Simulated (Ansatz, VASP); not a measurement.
**Cross-check of ZnO (zincite) between VASP and Ansatz**

Wanted: the spread between two codes on one cell, functional and k mesh. The cell is taken from a series of runs on this material, whose earlier steps may have relaxed, scaled, displaced or heated it; both programs get it as it stands.

Method: plane waves, with VASP 6.6.1 beside it; zone-centre phonons at LDA, in Ansatz 0.2.0.

## Step 1: Starting point

The structure is hexagonal, space group P6_3mc (No. 186). The conventional cell has a = 3.208 Å, b = 3.208 Å, c = 5.187 Å, α = 90.00°, β = 90.00°, γ = 120.00°. Nearest to O lie 4 Zn at 1.96 Å. Zn has 4 O at 1.96 Å nearest. Farther neighbours and most contacts between anions are not listed.

As a file:

```cif
data_structure
_symmetry_space_group_name_H-M 'P6_3mc'
_symmetry_Int_Tables_number 186
_cell_length_a 3.2085
_cell_length_b 3.2085
_cell_length_c 5.1869
_cell_angle_alpha 90.000
_cell_angle_beta 90.000
_cell_angle_gamma 120.000
_cell_volume 46.24
loop_
_atom_site_label
_atom_site_type_symbol
_atom_site_symmetry_multiplicity
_atom_site_Wyckoff_symbol
_atom_site_fract_x
_atom_site_fract_y
_atom_site_fract_z
_atom_site_occupancy
O1 O 2 b 0.66667 0.33333 0.37874 1
Zn1 Zn 2 b 0.33333 0.66667 0.50027 1
```

## Step 2: VASP: zone-centre phonons, LDA

Second derivatives magnify differences that forces hide, and they need a tight electronic threshold.

Lines of VASP's logs that name or quote its potential files are left out, and so is its time.

The input, INCAR:

```
SYSTEM = ZnO
PREC = Accurate
ENCUT = 600
EDIFF = 1E-08
NELM = 120
ISMEAR = 0
SIGMA = 0.01
LREAL = .FALSE.
ALGO = Normal
GGA = PW92
NBANDS = 24
LORBIT = 11
LWAVE = .FALSE.
LCHARG = .FALSE.
ISIF = 2
IBRION = 8
LEPSILON = .TRUE.
LASPH = .TRUE.
GGA_COMPAT = .FALSE.
EFERMI = MIDGAP
KPAR = 2
```

The input, POSCAR:

```
ZnO
1.0
    3.2084593688      0.0000000000      0.0000000000
   -1.6042296844      2.7786073204      0.0000000000
    0.0000000000      0.0000000000      5.1868651016
O Zn
2 2
Direct
    0.6666666666      0.3333333332      0.3787407696
    0.3333333332      0.6666666666      0.8787407696
    0.3333333332      0.6666666666      0.5002692304
    0.6666666666      0.3333333332      0.0002692304
```

The input, KPOINTS:

```
Automatic mesh
0
Gamma
15 15 10
0 0 0
```

The projector-augmented-wave data sets are O and Zn (LDA family, release 64).

The run is started by

```sh
> mpirun -np 2 vasp_std
```

Numbers of over 12 decimals in the logs are rounded to 6 here.

What it wrote:

```text
[banner, memory and clock lines left out]
running    2 mpi-ranks, on    1 nodes
 distrk:  each k-point on    1 cores,    2 groups
 distr:  one band on    1 cores,    1 groups

 POSCAR found type information on POSCAR O Zn
 POSCAR found :  2 types and       4 ions
|                                                                             |
|               ----> ADVICE to this user running VASP <----                  |
|                                                                             |
|     You enforced a specific xc type in the INCAR file but a different       |
|     [... a line on the potential file left out ...]
|     I HOPE YOU KNOW WHAT YOU ARE DOING!                                     |
|                                                                             |

 LDA part: xc-table for (Slater(with rela. corr.)+PW92), standard interpolation
 POSCAR, INCAR and KPOINTS ok, starting setup
 FFT: planning ... GRIDC
 FFT: planning ... GRID_SOFT
 FFT: planning ... GRID
 WAVECAR not read
 entering main loop
       N       E                     dE             d eps       ncg     rms          rms(c)
DAV:   1     0.298584855915E+03    0.29858E+03   -0.20280E+04  7856   0.244E+03
DAV:   2     0.557572672184E+01   -0.29301E+03   -0.27800E+03  8400   0.453E+02
DAV:   3    -0.237621440326E+02   -0.29338E+02   -0.29100E+02  8888   0.148E+02
DAV:   4    -0.242540096887E+02   -0.49187E+00   -0.49150E+00  8944   0.200E+01
DAV:   5    -0.242571198554E+02   -0.31102E-02   -0.31101E-02  8952   0.153E+00    0.151E+01
DAV:   6    -0.211015593431E+02    0.31556E+01   -0.83784E+00 13496   0.664E+01    0.966E+00
DAV:   7    -0.212349905936E+02   -0.13343E+00   -0.25080E+00  8080   0.177E+01    0.566E+00
DAV:   8    -0.212245292873E+02    0.10461E-01   -0.66758E-01 10472   0.758E+00    0.169E+00
DAV:   9    -0.211708431491E+02    0.53686E-01   -0.12841E-01 11888   0.711E+00    0.335E-01
DAV:  10    -0.211732099790E+02   -0.23668E-02   -0.40913E-02  7872   0.145E+00    0.103E-01
DAV:  11    -0.211731127008E+02    0.97278E-04   -0.65795E-04  9776   0.252E-01    0.224E-02
DAV:  12    -0.211731139740E+02   -0.12732E-05   -0.52380E-05  8872   0.203E-01    0.810E-03
DAV:  13    -0.211731161907E+02   -0.22166E-05   -0.80864E-06 12120   0.789E-02    0.125E-02
DAV:  14    -0.211731139276E+02    0.22630E-05   -0.43787E-06 10128   0.196E-02    0.317E-03
DAV:  15    -0.211731138848E+02    0.42880E-07   -0.62118E-07  8328   0.630E-03    0.150E-03
DAV:  16    -0.211731138522E+02    0.32586E-07   -0.63868E-08  9544   0.212E-03    0.591E-04
DAV:  17    -0.211731138432E+02    0.89531E-08   -0.11876E-08  4656   0.216E-03
   1 F= -.21173114E+02 E0= -.21173114E+02  d E =0.000000E+00
 Linear response reoptimize wavefunctions to high precision
DAV:   1    -0.211731138432E+02    0.28194E-10   -0.20438E-08  9408   0.155E-03
DAV:   2    -0.211731138432E+02   -0.90949E-11   -0.13540E-10  4256   0.931E-05
 Linear response G [H, r] |phi>, progress :
  Direction:   1
       N       E                     dE             d eps       ncg     rms
RMM:   1    -0.884663813102E+02   -0.88466E+02    0.38424E+02 16053   0.113E+02
 LRF_COMMUTATOR internal error: the vector H(1)-e(1) S(1) |phi(0)> is not orthog
 onal to |phi(0)> (-1.058649328388728E-004,-3.450364993717869E-014)
 LRF_COMMUTATOR internal error: the vector H(1)-e(1) S(1) |phi(0)> is not orthog
 onal to |phi(0)> (1.058649310474169E-004,2.853273173286652E-014)
RMM:   2    -0.929359402144E+02   -0.44696E+01   -0.11541E+01 11225   0.385E+01
 LRF_COMMUTATOR internal error: the vector H(1)-e(1) S(1) |phi(0)> is not orthog
 onal to |phi(0)> (-1.058649328401426E-004,-3.141063797951205E-014)
 LRF_COMMUTATOR internal error: the vector H(1)-e(1) S(1) |phi(0)> is not orthog
 onal to |phi(0)> (1.058649310516913E-004,3.364669654004615E-014)
RMM:   3    -0.934480824057E+02   -0.51214E+00   -0.11005E+00 13682   0.788E+00
RMM:   4    -0.934499400776E+02   -0.18577E-02   -0.21329E-02 13070   0.115E+00
RMM:   5    -0.934500914243E+02   -0.15135E-03   -0.20736E-03 14051   0.266E-01
RMM:   6    -0.934500228851E+02    0.68539E-04   -0.89419E-05 13691   0.492E-02
RMM:   7    -0.934500225498E+02    0.33526E-06   -0.17506E-05 14090   0.125E-02
RMM:   8    -0.934500220015E+02    0.54829E-06   -0.36970E-05 13575   0.329E-03
RMM:   9    -0.934500214428E+02    0.55879E-06   -0.13580E-05 10816   0.117E-03
RMM:  10    -0.934500215746E+02   -0.13187E-06   -0.20712E-06  8658   0.631E-04
RMM:  11    -0.934500217377E+02   -0.16308E-06    0.19591E-06  7602   0.490E-04
RMM:  12    -0.934500214995E+02    0.23824E-06    0.20401E-05  6769   0.457E-04
RMM:  13    -0.934500216988E+02   -0.19931E-06   -0.17863E-05  6471   0.451E-04
RMM:  14    -0.934500216261E+02    0.72693E-07   -0.17691E-06  6312   0.455E-04
 Linear response G [H, r] |phi>, progress :
  Direction:   2
[...]
Direction:   1
       N       E                     dE             d eps       ncg     rms          rms(c)
RMM:   1    -0.470934443624E+00   -0.47093E+00   -0.19613E+00 37338   0.483E+00
RMM:   2    -0.547298657471E+00   -0.76364E-01   -0.14452E-02 47648   0.119E+00    0.109E+00
RMM:   3    -0.538365069091E+00    0.89336E-02   -0.65133E-03 46957   0.540E-01    0.610E-01
RMM:   4    -0.547385622765E+00   -0.90206E-02   -0.79520E-03 47643   0.646E-01    0.446E-02
[...]
RMM:   9    -0.548816210892E+00    0.94113E-07    0.32439E-08 13385   0.496E-04    0.120E-04
RMM:  10    -0.548816564910E+00   -0.35402E-06    0.14967E-08 11107   0.163E-04    0.214E-05
RMM:  11    -0.548816688451E+00   -0.12354E-06   -0.29809E-10  6933   0.565E-05    0.661E-06
 change of polarisation eV/A/(eV/A) component  3 :    -0.135    -0.110     1.057
 dielectric tensor                  component  3 :    -0.529    -0.432     5.138
 Linear response DOF=           4
 Linear response progress:
  Degree of freedom:   1/  4
       N       E                     dE             d eps       ncg     rms          rms(c)
RMM:   1    -0.360045416222E+00   -0.36005E+00    0.55749E-01120281   0.422E+00
RMM:   2    -0.351159940474E+00    0.88855E-02   -0.10685E-02 77639   0.110E+00    0.228E-01
RMM:   3    -0.352349037921E+00   -0.11891E-02   -0.95567E-04 91103   0.243E-01    0.127E-01
RMM:   4    -0.353680898525E+00   -0.13319E-02   -0.30303E-04 79118   0.111E-01    0.164E-02
RMM:   5    -0.353677623655E+00    0.32749E-05   -0.14739E-05 95370   0.268E-02    0.354E-03
RMM:   6    -0.353597380500E+00    0.80243E-04   -0.94113E-07 80305   0.658E-03    0.984E-04
RMM:   7    -0.353596043377E+00    0.13371E-05   -0.12515E-07 96660   0.184E-03    0.364E-04
RMM:   8    -0.353593918347E+00    0.21250E-05   -0.37482E-10 95436   0.387E-04    0.697E-05
RMM:   9    -0.353592759526E+00    0.11588E-05   -0.15473E-09 85859   0.104E-04    0.221E-05
RMM:  10    -0.353593156762E+00   -0.39724E-06   -0.36756E-10 84799   0.535E-05    0.459E-06
RMM:  11    -0.353593212863E+00   -0.56100E-07   -0.69207E-10 96952   0.204E-05    0.250E-06
RMM:  12    -0.353593195050E+00    0.17813E-07   -0.16720E-09 81767   0.104E-05    0.537E-07
RMM:  13    -0.353593190618E+00    0.44320E-08   -0.38179E-09 47522   0.777E-06    0.185E-07
 first order change of Fermi-energy  -0.60022E-01
 force on displaced ion       1 direction 1 :  -8.626  -0.000   0.000
 Born effective charge ion    1 direction 1 :  -2.082  -0.000   0.000
 Linear response progress:
  Degree of freedom:   2/  4
       N       E                     dE             d eps       ncg     rms          rms(c)
RMM:   1    -0.379515171290E+00   -0.37952E+00    0.55949E-01 25341   0.416E+00
RMM:   2    -0.369595248935E+00    0.99199E-02   -0.10687E-02 16074   0.112E+00    0.320E-01
RMM:   3    -0.370605791546E+00   -0.10105E-02   -0.13326E-03 17581   0.278E-01    0.163E-01
RMM:   4    -0.371693222998E+00   -0.10874E-02   -0.39905E-04 16617   0.128E-01    0.375E-02
RMM:   5    -0.371820695855E+00   -0.12747E-03   -0.23966E-05 19703   0.317E-02    0.102E-02
RMM:   6    -0.371704882568E+00    0.11581E-03   -0.60940E-06 17582   0.170E-02    0.209E-03
RMM:   7    -0.371723653426E+00   -0.18771E-04   -0.60720E-07 18515   0.475E-03    0.645E-04
RMM:   8    -0.371728020939E+00   -0.43675E-05   -0.26999E-07 18272   0.156E-03    0.411E-04
RMM:   9    -0.371722789345E+00    0.52316E-05    0.10459E-08 17267   0.511E-04    0.541E-05
RMM:  10    -0.371722235970E+00    0.55337E-06    0.21371E-08 20005   0.148E-04    0.294E-05
RMM:  11    -0.371722652366E+00   -0.41640E-06   -0.66494E-09 17329   0.576E-05    0.867E-06
RMM:  12    -0.371722520040E+00    0.13233E-06   -0.11065E-09 18337   0.248E-05    0.356E-06
RMM:  13    -0.371722549325E+00   -0.29285E-07   -0.14774E-09 18536   0.138E-05    0.215E-06
RMM:  14    -0.371722570762E+00   -0.21437E-07   -0.22774E-10 17644   0.101E-05    0.992E-07
RMM:  15    -0.371722568310E+00    0.24520E-08    0.61939E-10 11301   0.775E-06    0.205E-07
 first order change of Fermi-energy   0.14260E+00
 force on displaced ion       1 direction 3 :   0.000  -0.000 -12.099
 Born effective charge ion    1 direction 3 :   0.000  -0.000  -2.137
 Linear response progress:
  Degree of freedom:   3/  4
       N       E                     dE             d eps       ncg     rms          rms(c)
RMM:   1    -0.210961572036E+00   -0.21096E+00    0.27403E-02 97344   0.258E+00
RMM:   2    -0.209247284682E+00    0.17143E-02   -0.40337E-03 79808   0.617E-01    0.210E-01
RMM:   3    -0.208981358156E+00    0.26593E-03   -0.17820E-04 94469   0.989E-02    0.125E-01
RMM:   4    -0.208541594552E+00    0.43976E-03   -0.13063E-05 92345   0.357E-02    0.379E-03
RMM:   5    -0.208528551518E+00    0.13043E-04   -0.10178E-06 98027   0.611E-03    0.128E-03
RMM:   6    -0.208525036923E+00    0.35146E-05   -0.23137E-07 91624   0.177E-03    0.281E-04
RMM:   7    -0.208524422783E+00    0.61414E-06    0.50573E-09 98422   0.433E-04    0.697E-05
RMM:   8    -0.208524070826E+00    0.35196E-06    0.15723E-08 93883   0.876E-05    0.202E-05
RMM:   9    -0.208524084098E+00   -0.13273E-07    0.59043E-09 98653   0.334E-05    0.443E-06
RMM:  10    -0.208524077277E+00    0.68215E-08    0.65161E-09 90796   0.119E-05    0.101E-06
 first order change of Fermi-energy   0.89897E-01
 force on displaced ion       3 direction 1 :  -7.978   0.000   0.000
 Born effective charge ion    3 direction 1 :   2.081  -0.000  -0.000
 Linear response progress:
  Degree of freedom:   4/  4
       N       E                     dE             d eps       ncg     rms          rms(c)
RMM:   1    -0.222173109244E+00   -0.22217E+00    0.29642E-02 20763   0.264E+00
RMM:   2    -0.218394081561E+00    0.37790E-02   -0.42729E-03 16702   0.681E-01    0.205E-01
RMM:   3    -0.217959634967E+00    0.43445E-03   -0.87231E-05 19040   0.132E-01    0.124E-01
RMM:   4    -0.217512294982E+00    0.44734E-03   -0.29479E-04 19615   0.905E-02    0.343E-02
RMM:   5    -0.217390425007E+00    0.12187E-03    0.17061E-05 17902   0.246E-02    0.548E-03
RMM:   6    -0.217400144156E+00   -0.97191E-05   -0.20727E-05 20778   0.729E-03    0.266E-03
RMM:   7    -0.217402275923E+00   -0.21318E-05    0.30664E-06 18583   0.348E-03    0.742E-04
RMM:   8    -0.217403218119E+00   -0.94220E-06   -0.25558E-06 20662   0.105E-03    0.221E-04
RMM:   9    -0.217403251196E+00   -0.33077E-07   -0.14943E-06 20240   0.315E-04    0.603E-05
RMM:  10    -0.217403262704E+00   -0.11508E-07    0.35908E-07 19155   0.111E-04    0.176E-05
RMM:  11    -0.217403298172E+00   -0.35468E-07   -0.19542E-07 20934   0.463E-05    0.344E-06
RMM:  12    -0.217403278874E+00    0.19298E-07    0.13535E-09 20079   0.140E-05    0.128E-06
RMM:  13    -0.217403285366E+00   -0.64914E-08   -0.14579E-08 16192   0.893E-06    0.325E-07
 first order change of Fermi-energy  -0.14279E+00
 force on displaced ion       3 direction 3 :  -0.000   0.000 -12.031
 Born effective charge ion    3 direction 3 :  -0.000   0.000   2.137
 Born effective charges drift removed
 Linear response finished
```

[end of part 1 of 3]

[Lines on the potential files, build, host, timing and source positions are cut from VASP's logs without a mark.]

[Logs are printed without paths, hosts, clocks, repeated set-up lines and the standing remarks that a program may print on its own settings, such as how far it seeks lower states.]

[Hosts, paths, dates, database ids (printed as entryN), source tags and the programs' standing remarks are cut or masked in the printed files.]
